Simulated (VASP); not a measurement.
Here is the system:

```
WC
1.0
    1.43703    -2.48901     0.00000
    1.43703     2.48901     0.00000
    0.00000     0.00000     2.81322
W C
1 1
Cartesian
  0.00000   0.00000   0.00000
  1.43703   0.82967   1.40661
```

Level of theory: PBE GGA, VASP's PBE PAW potentials (set 64) (plane waves; VASP 6.6.1). Numerical set-up: 620 eV cut-off, 15×15×13 Γ-centred mesh, first-order Methfessel-Paxton smearing of 0.10 eV, potentials W_sv C.

Unless said otherwise, spin-orbit coupling is left out, though it shifts the bands of the heavy elements here.

Predict the energy per atom (σ→0), pressure, band gap (on the k-mesh) with the smallest direct gap where there is one.

| Property | Value |
|---|---|
| band gap (on the k-mesh) | none (metal, semimetal or under 0.01 eV) |
| energy per atom (σ→0) | -11.196 eV/atom |
| pressure | 20.04 GPa |

Only differences to runs with the same potentials and settings are physical.

The compound is WC in the wc structure. It was relaxed first under an external pressure of 20 GPa.
